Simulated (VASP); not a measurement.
# Mg6SiB (Amm2) in VASP: notebook

The runs below take Mg6SiB through electric field gradients, equation of state, with r2SCAN+rVV10, optB88-vdW.

Everything below comes from runs of VASP 6.6.1. Logs are shortened: lines on timing, memory, paths and dates and some standing lists are left out, and cuts for length are marked.

## Step 1: The undisturbed crystal

Symmetry: Amm2, No. 38, orthorhombic system. Conventional cell: a = 3.976 Å, b = 7.783 Å, c = 9.876 Å, α = 90.00°, β = 90.00°, γ = 90.00°. Si (site symmetry mm2) is surrounded by 8 Mg at 2.69 to 3.04 Å. Mg (site symmetry mm2) is surrounded by 2 Si at 2.76 Å and 8 Mg at 3.03 to 3.16 Å. Mg (site symmetry m) has 1 B at 2.56 Å and 2 Si at 2.69 Å as nearest neighbours. Mg (site symmetry mm2) is surrounded by 2 B at 2.46 Å. Mg (site symmetry m) has 2 B at 2.69 Å and 2 Mg at 2.88 to 2.92 Å and 1 Si at 3.04 Å as nearest neighbours. Around B (site symmetry mm2) lie 8 Mg at 2.46 to 2.69 Å.

The cell comes from a database or a generator and needn't be the stable form of this composition.

## Step 2: Electric field gradients, r2SCAN+rVV10 (atoms moved at random, drawn with an rms of 0.02 Å)

Input file INCAR:

```
SYSTEM = Mg6SiB
  PREC = Accurate
  ENCUT = 520
  EDIFF = 1E-8
  ISMEAR = -1
  SIGMA = 0.05
  LREAL = .FALSE.
  LASPH = .TRUE.
  NELM = 60
  ALGO = Normal
  ISIF = 2
  LWAVE = .FALSE.
  LCHARG = .FALSE.
  METAGGA = R2SCAN
  LMIXTAU = .TRUE.
  LUSE_VDW = .TRUE.
  IVDW_NL = 2
  BPARAM = 11.95
  CPARAM = 0.0093
  LEFG = .TRUE.
```

Input file KPOINTS:

```
regular mesh
0
G
  7 5 5
  0 0 0
```

Input file POSCAR:

```
Mg6SiB
3.9757
    1.000002012224      0.000000000000      0.000000000000
    0.000000000000      0.978864099404      1.242047186659
    0.000000000000     -0.978864099404      1.242047186659
Si Mg B
1 6 1
Direct
   -0.0011580000      0.9454970000      0.9487560000
    0.5025540000      0.1393870000      0.1391730000
    0.4994120000      0.1033990000      0.6644980000
    0.5015730000      0.6647110000      0.0964610000
   -0.0041540000      0.3720000000      0.3662920000
   -0.0008260000      0.4483190000      0.8163070000
   -0.0006900000      0.8132110000      0.4416610000
    0.4996810000      0.5143600000      0.5231830000
```

Potentials or basis: VASP PAW PBE potentials, release 64 (Si, Mg, B).

Launch:

```bash
> cat potpaw_PBE.64/Si/POTCAR potpaw_PBE.64/Mg/POTCAR potpaw_PBE.64/B/POTCAR > POTCAR
> mpirun -np 1 vasp_std > vasp.out
```

OUTCAR:

```text
SYSTEM = Mg6SiB
   PREC = Accurate
   ENCUT = 520
   EDIFF = 1E-8
   ISMEAR = -1
   LREAL = .FALSE.
   LASPH = .TRUE.
   NELM = 60
   ISIF = 2
   METAGGA = R2SCAN
   IVDW_NL = 2
   BPARAM = 11.95

 ion  position               nearest neighbor table
   1  0.999  0.945  0.949-   4 2.67   4 2.68   3 2.70   3 2.70   2 2.74   2 2.76   7 3.02   6 3.08

   2  0.503  0.139  0.139-   1 2.74   1 2.76   5 3.00   5 3.04   3 3.05   4 3.06   7 3.15   6 3.15
                             7 3.16   6 3.17   4 3.25   3 3.26
   3  0.499  0.103  0.664-   8 2.53   1 2.70   1 2.70   5 2.96   5 2.98   2 3.05   7 3.23   7 3.23
                             6 3.24   6 3.25   2 3.26   4 3.39
   4  0.502  0.665  0.096-   8 2.63   1 2.67   1 2.68   5 2.94   5 2.97   2 3.06   6 3.16   6 3.17
                             7 3.23   7 3.24   2 3.25   3 3.39
   5  0.996  0.372  0.366-   8 2.47   8 2.49   7 2.92   4 2.94   3 2.96   4 2.97   6 2.98   3 2.98
                             2 3.00   2 3.04   6 3.38   7 3.43
   6  0.999  0.448  0.816-   8 2.67   8 2.68   7 2.88   5 2.98   1 3.08   2 3.15   4 3.16   2 3.17
                             4 3.17   3 3.24   3 3.25   5 3.38
   7  0.999  0.813  0.442-   8 2.70   8 2.70   6 2.88   5 2.92   1 3.02   2 3.15   2 3.16   3 3.23
                             3 3.23   4 3.23   4 3.24   5 3.43
   8  0.500  0.514  0.523-   5 2.47   5 2.49   3 2.53   4 2.63   6 2.67   6 2.68   7 2.70   7 2.70

  LATTYP: Found a base centered orthorhombic cell.
 ALAT       =     7.7833400000
 B/A-ratio  =     1.2688658083
 C/A-ratio  =     0.5107971642

  Lattice vectors:

 A1 = (   0.0000000000,   3.8916700000,  -4.9380070000)
 A2 = (   0.0000000000,   3.8916700000,   4.9380070000)
 A3 = (   3.9757080000,   0.0000000000,   0.0000000000)

Analysis of symmetry for initial positions (statically):
=====================================================================
 Subroutine PRICEL returns:
 Original cell was already a primitive cell.

 Routine SETGRP: Setting up the symmetry group for a
 base centered orthorhombic supercell.

 Subroutine GETGRP returns: Found  1 space group operations
 (whereof  1 operations were pure point group operations)
 out of a pool of  8 trial point group operations.

The static configuration has the point symmetry C_1 .

Analysis of symmetry for dynamics (positions and initial velocities):
=====================================================================
 Subroutine PRICEL returns:
 Original cell was already a primitive cell.

 Routine SETGRP: Setting up the symmetry group for a
 base centered orthorhombic supercell.

 Subroutine GETGRP returns: Found  1 space group operations
 (whereof  1 operations were pure point group operations)
 out of a pool of  8 trial point group operations.

The dynamic configuration has the point symmetry C_1 .

 Subroutine INISYM returns: Found  1 space group operations
 (whereof  1 operations are pure point group operations),
 and found     1 'primitive' translations

----------------------------------------------------------------------------------------

                                     Primitive cell

  volume of cell :     152.8031

  direct lattice vectors                    reciprocal lattice vectors
     3.975708000  0.000000000  0.000000000     0.251527527  0.000000000  0.000000000
     0.000000000  3.891670000  4.938007000     0.000000000  0.128479547  0.101255426
     0.000000000 -3.891670000  4.938007000     0.000000000 -0.128479547  0.101255426

  length of vectors
     3.975708000  6.287209915  6.287209915     0.251527527  0.163583787  0.163583787

  position of ions in fractional coordinates (direct lattice)
     0.998842000  0.945497000  0.948756000
     0.502554000  0.139387000  0.139173000
     0.499412000  0.103399000  0.664498000
     0.501573000  0.664711000  0.096461000
     0.995846000  0.372000000  0.366292000
     0.999174000  0.448319000  0.816307000
     0.999310000  0.813211000  0.441661000
     0.499681000  0.514360000  0.523183000

  ion indices of the primitive-cell ions
   primitive index   ion index
                 1           1
                 2           2
                 3           3
                 4           4
                 5           5
                 6           6
                 7           7
                 8           8

----------------------------------------------------------------------------------------

 KPOINTS: regular mesh

Automatic generation of k-mesh.
 Grid dimensions read from file:
 generate k-points for:    7    5    5

 Generating k-lattice:

  Cartesian coordinates                     Fractional coordinates (reciprocal lattice)
     0.035932504  0.000000000  0.000000000     0.142857143  0.000000000  0.000000000
     0.000000000  0.025695909  0.020251085     0.000000000  0.200000000  0.000000000
     0.000000000 -0.025695909  0.020251085     0.000000000  0.000000000  0.200000000
[... 57 lines left out ...]
   EDIFF  = 0.1E-07   stopping-criterion for ELM
   LREAL  =      F    real-space projection
   EDIFFG = 0.1E-06   stopping-criterion for IOM
   NSW    =      0    number of steps for IOM
   IBRION =     -1    ionic relax: 0-MD 1-quasi-New 2-CG
   NFREE  =      0    steps in history (QN), initial steepest desc. (CG)
   ISIF   =      2    stress and relaxation
   ISYM   =      2    0-nonsym 1-usesym 2-fastsym
   POTIM  = 0.5000    time-step for ionic-motion
   TEBEG  =    0.0;   TEEND  =   0.0 temperature during run
   PSTRESS=    0.0 pullay stress
   NELECT =      19.0000    total number of electrons
   NUPDOWN=      -1.0000    fix difference up-down
   EMIN   =  10.00;   EMAX   =-10.00  energy-range for DOS
   EFERMI =   0.00;   METHOD = LEGACY
   ISMEAR =    -1;   SIGMA  =   0.05  broadening in eV -4-tet -1-fermi 0-gaus
   EFERMI_NEDOS =   21; number of points for ismear=-14 and -15
   IALGO  =     38    algorithm
   IMIX   =      4    mixing-type and parameters
     AMIX     =   0.40;   BMIX     =  1.00
     AMIX_MAG =   1.60;   BMIX_MAG =  1.00
  volume/ion in A,a.u.               =      19.10       128.90
  Fermi-wavevector in a.u.,A,eV,Ry     =   0.817113  1.544119  9.084245  0.667673
  Thomas-Fermi vector in A             =   1.927502
   LORBIT       =      0    0 simple, 1 ext, 2 COOP (PROOUT), +10 PAW based schemes
   METAGGA = R2SCAN    functional components
   LHFCALC =     F    Hartree Fock is set to
   AEXX    =    0.0000 exact exchange contribution
   IVDW_NL    =     2    kernel type
   BPARAM     =11.9500
   IVDW    =     0    specifies the selected vdW correction
   LEPSILON=     F    determine dielectric tensor
   LRPA    =     F    only Hartree local field effects (RPA)
 non-spin polarized calculation
  energy-cutoff  :      520.00
  volume of cell :      152.80
 maximum number of plane-waves:      4142
 NGX is ok and might be reduce to    30

 number of electron      19.0000000 magnetization

 Free energy of the ion-electron system (eV)
  ---------------------------------------------------
  ext. energy  EPLUGINS =         0.00000000
  ---------------------------------------------------
  free energy    TOTEN  =       -38.71858811 eV

  energy without entropy =      -38.69571482  energy(sigma->0) =      -38.70715146

 E-fermi :   3.4495     XC(G=0):  -9.6151

 val. band max:        3.4405177862   @ k =   0.2857   0.4000   0.2000
 cond. band min:       3.4623507024   @ k =  -0.2857   0.0000  -0.4000
 fundamental gap:      0.0218329162
 Fermi energy:         3.4495039766

 k-point     1 :       0.0000    0.0000    0.0000
  band No.  band energies     occupation
      1      -6.1019      2.00000
      2      -3.9811      2.00000
      3      -1.1900      2.00000
      4      -0.6383      2.00000
      5       0.2711      2.00000
      6       0.6252      2.00000
      7       1.1767      2.00000
      8       2.6034      2.00000
      9       3.0610      1.99916
     10       3.8030      0.00170
     11       4.9869      0.00000
     12       5.4245      0.00000
     13       7.5848      0.00000
     14       8.0680      0.00000
[... 377 lines left out ...]
      1      -5.5648      2.00000
      2      -4.4850      2.00000
      3      -1.2141      2.00000
      4      -0.4727      2.00000
      5      -0.0270      2.00000
      6       1.0374      2.00000
      7       1.6688      2.00000
      8       2.2716      2.00000
      9       3.1111      1.99771
     10       3.5868      0.12062
     11       5.3661      0.00000
     12       5.8538      0.00000
     13       6.1173      0.00000
     14       6.6109      0.00000

 [... further k-points ...]

------------------------ aborting loop because EDIFF is reached ----------------------------------------

  FORCE on cell =-STRESS in cart. coord.  units (eV):
  Direction    XX          YY          ZZ          XY          YZ          ZX
  --------------------------------------------------------------------------------------
  -------------------------------------------------------------------------------------
  Total       -1.0616664     -0.8387050     -2.0547708     -0.0010980      0.1797959      0.0013828
  in kB      -11.1318280     -8.7940239    -21.5447665     -0.0115132      1.8852028      0.0144985
  external PRESSURE =     -13.8235394 kB  Pullay stress =       0.0000000 kB

 VOLUME and BASIS-vectors are now :
 -----------------------------------------------------------------------------
  energy-cutoff  :      520.00
  volume of cell :      152.80
      direct lattice vectors                 reciprocal lattice vectors
     3.975708000  0.000000000  0.000000000     0.251527527  0.000000000  0.000000000
     0.000000000  3.891670000  4.938007000     0.000000000  0.128479547  0.101255426
     0.000000000 -3.891670000  4.938007000     0.000000000 -0.128479547  0.101255426

 POSITION                                       TOTAL-FORCE (eV/Angst)
 -----------------------------------------------------------------------------------
      3.97110     -0.01268      9.35383         0.074335      0.059438      0.088944
      1.99801      0.00083      1.37553        -0.070118      0.010123      0.038809
      1.98552     -2.18361      3.79188        -0.022165     -0.010347      0.001172
      1.99411      2.21144      3.75867        -0.071650     -0.108158      0.072495
      3.95919      0.02221      3.64569         0.103076     -0.096902      0.121661
      3.97242     -1.43209      6.24473         0.014393     -0.030850     -0.236549
      3.97296      1.44595      6.19657         0.012116      0.029869     -0.065969
      1.98659     -0.03434      5.12339        -0.039988      0.146827     -0.020563
 -----------------------------------------------------------------------------------
    total drift:                               -0.000270     -0.000553     -0.000449

  FREE ENERGIE OF THE ION-ELECTRON SYSTEM (eV)
  ---------------------------------------------------
  free  energy   TOTEN  =       -38.7185881082 eV

  energy  without entropy=      -38.6957148154  energy(sigma->0) =      -38.70715146

 Electric field gradients (V/A^2)
---------------------------------------------------------------------
 ion       V_xx      V_yy      V_zz      V_xy      V_xz      V_yz
---------------------------------------------------------------------
   1     -39.103     1.231    37.872    -0.331     0.388    -0.159
   2      -2.372     4.995    -2.624    -0.016     0.220    -0.255
   3      -0.153    -7.678     7.831    -0.057     0.012     1.657
   4      -2.439    -5.545     7.984    -0.229    -0.015    -3.749
   5     -10.371    12.087    -1.716     0.063     0.370     0.542
   6      -1.671    -1.482     3.153    -0.096     0.063     7.973
   7      -0.620    -2.712     3.332     0.104    -0.019    -6.960
   8      -8.599    -2.016    10.615    -0.017     0.200    -0.409
---------------------------------------------------------------------

 Electric field gradients after diagonalization (V/A^2)
 (convention: |V_zz| > |V_xx| > |V_yy|)
----------------------------------------------------------------------
 ion       V_xx      V_yy      V_zz     asymmetry (V_yy - V_xx)/ V_zz
----------------------------------------------------------------------
   1      37.875     1.233   -39.108       0.937
   2      -2.758    -2.246     5.004       0.102
   3      -7.853    -0.153     8.006       0.962
   4      -6.527    -2.427     8.954       0.458
   5     -10.387    -1.722    12.109       0.716
   6      -7.470    -1.669     9.139       0.635
   7      -7.278    -0.620     7.898       0.843
   8      -8.601    -2.029    10.630       0.618
----------------------------------------------------------------------

           NMR quadrupolar parameters

 Cq : quadrupolar parameter    Cq=e*Q*V_zz/h
 eta: asymmetry parameters     (V_yy - V_xx)/ V_zz
 Q  : nuclear electric quadrupole moment in mb (millibarn)
----------------------------------------------------------------------
 ion       Cq(MHz)       eta       Q (mb)
----------------------------------------------------------------------
   1      -0.095       0.937       1.000
   2       0.012       0.102       1.000
   3       0.019       0.962       1.000
   4       0.022       0.458       1.000
   5       0.029       0.716       1.000
   6       0.022       0.635       1.000
   7       0.019       0.843       1.000
   8       0.026       0.618       1.000
----------------------------------------------------------------------
```

It took 9.4 min on 1 thread of AMD EPYC 9R45 (Zen 5), shared host; peak memory 0.63 GiB.

Results:

- Free energy: -38.7186 eV
- Pressure: -1.4 GPa
- Largest force: 0.239 eV/Å
- Band gap on the k mesh: none (metal or under the smearing width)

Forces in eV/Å, atoms in the order of the input:
```
Si   0.074  0.059  0.089
Mg  -0.070  0.010  0.039
Mg  -0.022 -0.010  0.001
Mg  -0.072 -0.108  0.072
Mg   0.103 -0.097  0.122
Mg   0.014 -0.031 -0.237
Mg   0.012  0.030 -0.066
B   -0.040  0.147 -0.021
```

Electric field gradients, principal values (V/Å²):
```tsv
atom	Vxx	Vyy	Vzz
1 Si	1.233	37.875	-39.108
2 Mg	-2.246	-2.758	5.004
3 Mg	-0.153	-7.853	8.006
4 Mg	-2.427	-6.527	8.954
5 Mg	-1.722	-10.387	12.109
6 Mg	-1.669	-7.470	9.139
7 Mg	-0.620	-7.278	7.898
8 B	-2.029	-8.601	10.630
```

Caveat: the PAW data sets were made with another functional, which shifts forces and pressure a little.

## Step 3: Equation of state, optB88-vdW (cell strained at random at fixed volume)

Input file run.py:

```python
from ase import Atoms
from ase.calculators.vasp import Vasp
from ase.eos import EquationOfState
from ase.io import Trajectory
from ase.units import GPa

atoms = Atoms(
    ['Si', 'Mg', 'Mg', 'Mg', 'Mg', 'Mg', 'Mg', 'B'],
    cell=[[3.866749, 0.000386, 0.06684], [0.083397, 3.95827, 4.976278], [0.082641, -3.974782, 4.989291]],
    scaled_positions=[[0.0, 0.946496, 0.946496], [0.5, 0.140363, 0.140363], [0.5, 0.102227, 0.663645], [0.5, 0.663645, 0.102227], [0.0, 0.371365, 0.371365], [0.0, 0.444203, 0.813606], [0.0, 0.813606, 0.444203], [0.5, 0.518093, 0.518093]],
    pbc=True,
)
calc = Vasp(
    directory='calc',
    xc='optb88-vdw',
    pp='PBE',
    setups='recommended',
    prec='Accurate',
    encut=450,
    ediff=1e-07,
    ismear=-5,
    sigma=0.05,
    lreal=False,
    lasph=True,
    nelm=80,
    algo='Normal',
    isif=2,
    lwave=False,
    lcharg=False,
    kpts=[7, 5, 5],
    gamma=True,
)
atoms.calc = calc
cell = atoms.cell.copy()
volumes, energies = [], []
traj = Trajectory('eos.traj', 'w')
for x in [0.94, 0.96, 0.98, 1.0, 1.02, 1.04, 1.06]:
    atoms.set_cell(cell * x ** (1 / 3), scale_atoms=True)
    volumes.append(atoms.get_volume())
    energies.append(atoms.get_potential_energy())
    traj.write(atoms)
    print(f'{x:5.2f} {volumes[-1]:12.5f} {energies[-1]:14.6f}')

v0, e0, B = EquationOfState(volumes, energies, eos='birchmurnaghan').fit()
print(f'V0 = {v0:.4f} A^3, E0 = {e0:.6f} eV, B = {B / GPa:.2f} GPa')
```

Potentials or basis: VASP PAW PBE potentials, release 64 (Si, Mg, B).

Launch:

```bash
> python run.py
```

The program printed:

```text
<dir> UserWarning: vdW has been enabled, however no location for the vdw_kernel.bindat file has been specified. Set ASE_VASP_VDW environment variable to copy the vdW kernel.
  warnings.warn(
 0.94    143.63489      -8.397327
 0.96    146.69096      -8.446544
 0.98    149.74702      -8.471871
 1.00    152.80308      -8.475610
 1.02    155.85914      -8.459857
 1.04    158.91520      -8.426519
 1.06    161.97126      -8.377325
V0 = 151.8240 A^3, E0 = -8.476621 eV, B = 52.37 GPa
```

OUTCAR:

```text
ENCUT = 450.000000
   EDIFF = 1.00e-07
   GGA = BO
   PREC = Accurate
   ISIF = 2
   ISMEAR = -5
   NELM = 80
   LASPH = .TRUE.
   LREAL = .FALSE.

 ion  position               nearest neighbor table
   1  0.000  0.946  0.946-   4 2.71   3 2.72   2 2.74   4 2.74   3 2.75   2 2.83   6 3.15   7 3.16

   2  0.500  0.140  0.140-   1 2.74   1 2.83   5 3.01   5 3.12   4 3.16   3 3.17   7 3.22   6 3.22
[... 651 lines left out ...]
     0.085032651  4.035902847  5.073876857    -0.001717589  0.123792137  0.098649027
     0.084261823 -4.052738694  5.087145078    -0.001685815 -0.123468847  0.098238809

 POSITION                                       TOTAL-FORCE (eV/Angst)
 -----------------------------------------------------------------------------------
      0.16024     -0.01594      9.61737        -0.015010      0.002647      0.132372
      1.99506     -0.00217      1.46031        -0.019899      0.005599     -0.057443
      2.03591     -2.27680      3.92882         0.046620      0.043731      0.076475
      2.03634      2.26430      3.92137         0.045935     -0.053177      0.072355
      0.06287     -0.00625      3.77345         0.023056     -0.009204      0.185121
      0.10633     -1.50457      6.39276         0.017571      0.140324     -0.153055
      0.10661      1.48340      6.38786         0.019687     -0.135807     -0.152926
      2.05900     -0.00853      5.29843        -0.117959      0.005887     -0.102898
 -----------------------------------------------------------------------------------
    total drift:                               -0.000029      0.000078      0.000098

  FREE ENERGIE OF THE ION-ELECTRON SYSTEM (eV)
  ---------------------------------------------------
  free  energy   TOTEN  =        -8.3773249776 eV

  energy  without entropy=       -8.3773249776  energy(sigma->0) =       -8.37732498

Total vdW correction in eV:      6.2268347
```

INCAR:

```text
AGGAC = 0.000000
ENCUT = 450.000000
PARAM1 = 0.183333
PARAM2 = 0.220000
SIGMA = 0.050000
EDIFF = 1.00e-07
ALGO = Normal
GGA = BO
PREC = Accurate
ISIF = 2
ISMEAR = -5
NELM = 80
LASPH = .TRUE.
LCHARG = .FALSE.
LUSE_VDW = .TRUE.
LWAVE = .FALSE.
LREAL = .FALSE.
```

It took 20 min on 1 thread of AMD EPYC 9R45 (Zen 5), shared host; peak memory 0.65 GiB.

What came out:

- Equilibrium volume: 18.98 Å³/atom
- Bulk modulus at fixed shape and positions: 52 GPa
- Pressure derivative of the bulk modulus: 4.1

Energy against volume, from the lowest point:
| volume (Å³/atom) | energy (meV/atom) |
| --- | --- |
| 17.954 | 9.79 |
| 18.336 | 3.63 |
| 18.718 | 0.47 |
| 19.100 | 0.00 |
| 19.482 | 1.97 |
| 19.864 | 6.14 |
| 20.246 | 12.29 |

Caveat: the cell was scaled at fixed shape and fractional positions, which overstates the stiffness of a crystal with free parameters, most of all of layers and chains; the PAW data sets were made with another functional, which shifts forces and pressure a little.
